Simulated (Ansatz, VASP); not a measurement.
# Cross-check of MgS (Niningerite) between VASP and Ansatz, part 2 of 2

Aim: how closely do two programs agree when they are given the same cell, functional and k mesh? The cell is taken from a series of runs on this material, whose earlier steps may have relaxed, scaled, displaced or heated it; both programs get it as it stands.

VASP 6.6.1 and Ansatz 0.2.0.

So far: The structure; Ansatz: relaxation of cell and atoms, PBE with D3(BJ); VASP: relaxation of cell and atoms, PBE with D3(BJ); Comparison.

## (5) VASP: zone-centre phonons, PBE with D3(BJ)

Level of this step: PBE with D3(BJ); plane waves and PAW (Mg, S) (VASP).

Second derivatives magnify differences that forces hide, and they need a tight electronic threshold.

The input, INCAR:

```
SYSTEM = MgS
PREC = Accurate
ENCUT = 600
EDIFF = 1E-08
NELM = 120
ISMEAR = 0
SIGMA = 0.01
LREAL = .FALSE.
ALGO = Normal
GGA = PE
IVDW = 12
NBANDS = 10
LORBIT = 11
LWAVE = .FALSE.
LCHARG = .FALSE.
ISIF = 2
IBRION = 6
NFREE = 2
POTIM = 0.015
NSW = 1
LASPH = .TRUE.
GGA_COMPAT = .FALSE.
EFERMI = MIDGAP
```

The input, POSCAR:

```
MgS
1.0
    0.0000000000      2.5775551650      2.5775551650
    2.5775551650      0.0000000000      2.5775551650
    2.5775551650      2.5775551650      0.0000000000
Mg S
1 1
Direct
    0.0000000000      0.0000000000      0.0000000000
    0.5000000000      0.5000000000      0.5000000000
```

The input, KPOINTS:

```
Automatic mesh
0
Gamma
8 8 8
0 0 0
```

The projector-augmented-wave data sets are Mg and S (PBE family, release 64).

Launch:

```console
mpirun -np 1 vasp_std
```

Numbers of over 12 decimals in the logs are rounded to 6 here.

What it wrote:

```text
[... set-up lines as in an earlier step ...]
 entering main loop
       N       E                     dE             d eps       ncg     rms          rms(c)
DAV:   1     0.288900939113E+02    0.28890E+02   -0.39891E+03   596   0.748E+02
DAV:   2    -0.717434017439E+01   -0.36064E+02   -0.33775E+02   800   0.111E+02
DAV:   3    -0.887389374373E+01   -0.16996E+01   -0.16965E+01   698   0.275E+01
DAV:   4    -0.888497538877E+01   -0.11082E-01   -0.11080E-01   710   0.258E+00
[...]
DAV:  14    -0.848999004703E+01    0.36559E-07   -0.32133E-09   342   0.273E-04    0.729E-04
DAV:  15    -0.848999005827E+01   -0.11242E-07   -0.80936E-10   324   0.144E-04    0.908E-05
DAV:  16    -0.848999005952E+01   -0.12463E-08   -0.53163E-11   326   0.521E-05
   1 F= -.92213872E+01 E0= -.92213872E+01  d E =0.000000E+00
[...]
2 F= -.92210202E+01 E0= -.92210202E+01  d E =0.000000E+00
[...]
3 F= -.92210202E+01 E0= -.92210202E+01  d E =0.000000E+00
[...]
4 F= -.92210200E+01 E0= -.92210200E+01  d E =0.000000E+00
[...]
5 F= -.92210200E+01 E0= -.92210200E+01  d E =0.000000E+00
 Finite differences progress:
  Degree of freedom:   2/  2
  Displacement:        2/  2
  Total:               4/  4
```

From OUTCAR (step 5):

```text
 Edisp (eV)   -0.73140

 Edisp (eV)   -0.73140

  Total      -0.05363    -0.06034    -0.06034     0.00000     0.00000     0.00000
  in kB      -2.50872    -2.82265    -2.82265     0.00000     0.00000     0.00000
  external pressure =       -2.72 kB  Pullay stress =        0.00 kB

 POSITION                                       TOTAL-FORCE (eV/Angst)
 -----------------------------------------------------------------------------------
      0.00000      0.00000      0.00000        -0.049028      0.000000      0.000000
      2.56256      2.57756      2.57756         0.049028      0.000000      0.000000
 -----------------------------------------------------------------------------------
    total drift:                                0.000056      0.000000      0.000000

  FREE ENERGIE OF THE ION-ELECTRON SYSTEM (eV)
  ---------------------------------------------------
  free  energy   TOTEN  =        -9.2210199933 eV

  energy  without entropy=       -9.2210199933  energy(sigma->0) =       -9.22101999

[... 1 part as in an earlier step ...]

[... 2 further parts left out ...]
[key lines of the parts left out:]
E-fermi :   5.3956
```

Levels, forces or a CONTCAR printed for this step are those of its last displaced cell, not of the structure at rest.

## (6) Ansatz: zone-centre phonons, PBE with D3(BJ)

The same cell, functional and mesh now go to Ansatz, which takes its cutoff from its data sets.

The cell is taken from a series of runs on this material, whose earlier steps may have relaxed, scaled, displaced or heated it; both programs get it as it stands.

The input, input.yaml:

```yaml
crystal:
  lattice:
    - [0.0, 2.577555165, 2.577555165]
    - [2.577555165, 0.0, 2.577555165]
    - [2.577555165, 2.577555165, 0.0]
  atoms:
    - { symbol: Mg, position: [0.0, 0.0, 0.0] }
    - { symbol: S, position: [0.5, 0.5, 0.5] }
kpoints:
  mp_grid: { grid: [8, 8, 8] }
hamiltonian:
  xc: pbe
  dispersion: d3bj
scf:
  occupations: { method: fixed }
output:
  eigenvalues: true
phonons:
  method: dfpt
  dielectric: true
  rigid_motions: translations
```

Launch:

```console
ansatz run input.yaml --threads 4 --pin off --max-ram 7168MiB --backend cpu --events-out ev --progress --plain --runs-dir out
```

What it wrote:

```text
[...]
Crystal: 2 atoms, lattice volume = 34.249 Å³
Basis set: ecut = 420 eV, 645 PW (Γ), exchange–correlation on 50×50×50 points (8 copies of the dense FFT grid, shifted against one another)
Bands: 12, of which v1, the nominal top of the filled ones, is band 8 counted from 1 (7 counted from 0)
Symmetry: 48 space group operations
k-points: 59 of 512 (irreducible under 8 space group operations, time reversal used)
[...]
optical modes at Γ + LO–TO along q̂ = [1.0000, 0.0000, 0.0000]:
      ω (cm⁻¹)  modes    IR ((D/Å)²/amu)
[...]
optical modes at Γ + LO–TO along q̂ = [0.0000, 1.0000, 0.0000]:
      ω (cm⁻¹)  modes    IR ((D/Å)²/amu)
        253.03      2            17.7305
        407.39      1             8.8652
  optical modes at Γ + LO–TO along q̂ = [0.0000, 0.0000, 1.0000]:
      ω (cm⁻¹)  modes    IR ((D/Å)²/amu)
        253.03      2            17.7305
        407.39      1             8.8652
[key lines of the parts left out:]
SCF converged after 9 iterations
Free energy (F): -2829.464479 eV
Fermi energy:    6.716805 eV
```

## (7) Comparison

What differs besides the data sets and the points named for the pairs above, as far as they apply: the data sets hold 16 valence electrons in Ansatz (on its default PAW (the set named soft_2) files) and 8 in VASP; Ansatz takes the dispersion share of the force constants at frozen C6 weights, VASP differentiates the full forces; VASP uses finite displacements, Ansatz perturbation theory. Total energies have different zeros and are not compared.

The two programs side by side:

| quantity | Ansatz | VASP | difference |
| --- | --- | --- | --- |
| optical mode 1 to 3 (cm⁻¹) | 253.0 | 253.4 | -0.16 % |

Modes are paired by rising frequency, not by their patterns, so a pair may set unlike modes beside each other; they are those without the splitting of longitudinal modes.

## (8) Summary of results

```
difference in volume (relaxation of cell and atoms, PBE with D3(BJ))                                                          : 0.35 %
r.m.s. difference of the optical zone-centre modes, each program's sorted by frequency (zone-centre phonons, PBE with D3(BJ)) : 0.41 cm⁻¹
```

The difference in volume is 0.35 % (relaxation of cell and atoms, PBE with D3(BJ)), within the 1.2 % picked in this series as the mark of a large difference, as far as the stopping tolerances let one tell. The data sets hold unlike numbers of valence electrons (16 in Ansatz and 8 in VASP), so part of the differences comes from the potentials. How closely two codes agree says nothing of how well the functional describes the real material.

[Lines on the potential files, build, host, timing and source positions are cut from VASP's logs without a mark.]

[Logs are printed without paths, hosts, clocks, repeated set-up lines and the standing remarks that a program may print on its own settings, such as how far it seeks lower states.]

[Hosts, paths, dates, database ids (printed as entryN), source tags and the programs' standing remarks are cut or masked in the printed files.]
